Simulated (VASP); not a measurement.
Here is the system:

```
Al
1.0
    0.00000     2.06187     2.06187
    2.06187     0.00000     2.06187
    2.06187     2.06187     0.00000
Al
1
Cartesian
  0.00000   0.00000   0.00000
```

The numbers are results of PBE GGA, VASP's PBE PAW potentials (set 64) (plane waves; VASP), not measurements. Numerical set-up: 300 eV cut-off, 11×11×11 Γ-centred mesh, Gaussian smearing of 0.050 eV, potentials Al.

Give the energies of bands 1 to 4 at the high-symmetry points, in eV from the Fermi level.

```
band       Γ      X      U      L      W
----  ------  -----  -----  -----  -----
1     -10.75  -2.81  -1.80  -4.38  -0.80
2      12.31  -1.62  -1.29  -4.33  -0.80
3      12.31   5.23  -0.53  10.75   0.25
4      12.31   5.29   6.23  10.75   0.75
```

It has no gap at this level: it comes out as a metal or semimetal.

The structure comes from a computed database's Al entry; how it stands against other phases isn't given here. The cell was not relaxed at this level.
